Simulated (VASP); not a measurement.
Output of a VASP run:

File OSZICAR:
```
...
DAV:  10    -0.322006152559E+02    0.14850E-04   -0.12375E-05  1276   0.626E-02    0.203E-03
DAV:  11    -0.322006217355E+02   -0.64796E-05   -0.13397E-06   668   0.134E-02    0.759E-04
DAV:  12    -0.322006161869E+02    0.55486E-05   -0.58058E-07   530   0.147E-02    0.975E-04
DAV:  13    -0.322006185276E+02   -0.23406E-05   -0.23908E-07   506   0.108E-02    0.508E-04
DAV:  14    -0.322006185670E+02   -0.39412E-07   -0.51221E-08   476   0.288E-03
   6 F= -.32200619E+02 E0= -.32200619E+02  d E =-.110801E-01
       N       E                     dE             d eps       ncg     rms          rms(c)
DAV:   1    -0.322187338354E+02   -0.18115E-01   -0.34720E-01  1160   0.885E+00    0.107E+00
DAV:   2    -0.322048670564E+02    0.13867E-01   -0.11259E-01  1046   0.671E+00    0.395E-01
DAV:   3    -0.322015773703E+02    0.32897E-02   -0.20019E-02  1254   0.372E+00    0.208E-01
DAV:   4    -0.322010668178E+02    0.51055E-03   -0.90047E-04  1378   0.640E-01    0.891E-02
DAV:   5    -0.322008998981E+02    0.16692E-03   -0.37280E-04  1362   0.380E-01    0.311E-02
DAV:   6    -0.322009744627E+02   -0.74565E-04   -0.77259E-05  1350   0.142E-01    0.166E-02
DAV:   7    -0.322009910694E+02   -0.16607E-04   -0.52509E-05  1392   0.116E-01    0.118E-02
DAV:   8    -0.322009792479E+02    0.11822E-04   -0.21477E-05  1064   0.639E-02    0.240E-03
DAV:   9    -0.322009874313E+02   -0.81834E-05   -0.20540E-06   644   0.203E-02    0.211E-03
DAV:  10    -0.322009847644E+02    0.26669E-05   -0.56742E-07   602   0.185E-02    0.986E-04
DAV:  11    -0.322009851227E+02   -0.35827E-06   -0.42059E-07   482   0.904E-03
   7 F= -.32200985E+02 E0= -.32200985E+02  d E =-.114467E-01
       N       E                     dE             d eps       ncg     rms          rms(c)
DAV:   1    -0.322017055108E+02   -0.72075E-03   -0.14067E-02  1160   0.179E+00    0.215E-01
DAV:   2    -0.322011112540E+02    0.59426E-03   -0.44871E-03  1046   0.134E+00    0.782E-02
DAV:   3    -0.322010253594E+02    0.85895E-04   -0.78952E-04  1268   0.735E-01    0.421E-02
DAV:   4    -0.322009952939E+02    0.30066E-04   -0.36318E-05  1354   0.133E-01    0.179E-02
DAV:   5    -0.322009857070E+02    0.95869E-05   -0.14774E-05  1328   0.756E-02    0.611E-03
DAV:   6    -0.322009882320E+02   -0.25250E-05   -0.23790E-06   848   0.286E-02    0.344E-03
DAV:   7    -0.322009927701E+02   -0.45381E-05   -0.41578E-06   854   0.222E-02    0.391E-03
DAV:   8    -0.322009892950E+02    0.34751E-05   -0.11103E-06   572   0.150E-02    0.174E-03
DAV:   9    -0.322009903459E+02   -0.10509E-05   -0.59413E-07   440   0.109E-02    0.791E-04
DAV:  10    -0.322009898076E+02    0.53834E-06   -0.17294E-07   440   0.833E-03
   8 F= -.32200990E+02 E0= -.32200990E+02  d E =-.114514E-01
       N       E                     dE             d eps       ncg     rms          rms(c)
DAV:   1    -0.322022399362E+02   -0.12496E-02   -0.57365E-01   924   0.676E+00    0.395E-01
DAV:   2    -0.322019953159E+02    0.24462E-03   -0.17882E-02  1060   0.160E+00    0.220E-01
DAV:   3    -0.322014973585E+02    0.49796E-03   -0.16253E-03  1148   0.568E-01    0.629E-02
DAV:   4    -0.322015747496E+02   -0.77391E-04   -0.76914E-04  1248   0.366E-01    0.394E-02
DAV:   5    -0.322017528470E+02   -0.17810E-03   -0.15689E-04  1298   0.252E-01    0.643E-03
DAV:   6    -0.322017599340E+02   -0.70869E-05   -0.16978E-05   946   0.417E-02    0.430E-03
DAV:   7    -0.322017595366E+02    0.39734E-06   -0.39754E-06  1036   0.302E-02
   9 F= -.32201760E+02 E0= -.32201760E+02  d E =-.769729E-03
```

OUTCAR:
```
------------------------ aborting loop because EDIFF is reached ----------------------------------------
  FORCE on cell =-STRESS in cart. coord.  units (eV):
  Direction    XX          YY          ZZ          XY          YZ          ZX
  --------------------------------------------------------------------------------------
  Total       -0.0167332     -0.0167332      0.0272744      0.0000000      0.0000000      0.0000000
  in kB       -0.5914881     -0.5914881      0.9640980      0.0000000      0.0000000      0.0000000
  external PRESSURE =      -0.0729594 kB  Pullay stress =       0.0000000 kB
  volume of cell :       45.33
      direct lattice vectors                 reciprocal lattice vectors
     2.789363015  0.000000000  0.000000000     0.358504789  0.206982826 -0.000000000
    -1.394681508  2.415659355  0.000000000     0.000000000  0.413965652 -0.000000000
     0.000000000  0.000000000  6.726727611     0.000000000 -0.000000000  0.148660695
 POSITION                                       TOTAL-FORCE (eV/Angst)
 -----------------------------------------------------------------------------------
     -0.00000      1.61044      0.30716         0.000000      0.000000     -0.005222
      1.39468      0.80522      3.67053         0.000000     -0.000000     -0.005222
     -0.00000      1.61044      2.21536         0.000000     -0.000000      0.005222
      1.39468      0.80522      5.57872        -0.000000      0.000000      0.005222
 -----------------------------------------------------------------------------------
    total drift:                               -0.002480      0.001432     -0.003385
  FREE ENERGIE OF THE ION-ELECTRON SYSTEM (eV)
  ---------------------------------------------------
  free  energy   TOTEN  =       -32.2017595366 eV

  energy  without entropy=      -32.2017595351  energy(sigma->0) =      -32.20175954

 reached required accuracy - stopping structural energy minimisation
```
(Selected blocks of OUTCAR.)

### POSCAR
```
CuF
1
    2.8736292282     0.0000000000     0.0000000000
   -1.4368146141     2.4886360476     0.0000000000
   -0.0000000000     0.0000000000     6.3603815294
Cu F
2 2
Direct
  0.3333330000   0.6666670000   0.0404043307
  0.6666670000   0.3333330000   0.5404043307
  0.3333330000   0.6666670000   0.3345956693
  0.6666670000   0.3333330000   0.8345956693
```

### Question
Write an INCAR and KPOINTS that could have produced this output.

### Answer
Several could match; the one computed here: the input of the run itself, r2SCAN meta-GGA, plane waves, VASP's PBE PAW potentials (set 64).

INCAR:
```
ISMEAR=0   ! Gaussian
ALGO=Normal   ! blocked Davidson
LCHARG=.False.
ENCUT=520   ! plane-wave cut-off (eV)
SIGMA=0.05
LMAXMIX=4   ! l cut-off of mixed one-centre charges
NSW=60   ! most ionic steps
IBRION=2   ! conjugate gradients
LASPH=.True.   ! aspherical one-centre terms
ISIF=3   ! ions, shape and volume
METAGGA=R2SCAN
NELM=100   ! most electronic steps
EDIFFG=-0.02
LMIXTAU=.True.
PREC=Accurate
EDIFF=1E-6
LWAVE=.False.
SYSTEM=CuF
LREAL=.False.   ! projection in real space or not
```

KPOINTS:
```
Automatic mesh
0
Gamma
8 8 3
0 0 0
```

POTCAR, in this order: Cu F (PBE.64 set). Program: vasp_std.

The structure was generated: CuF was put into the wurtzite type (P6_3mc), which need not be its known phase. This run relaxes it. Symmetry was kept, so distortions that lower it aren't found. The start is the result of an earlier pass.
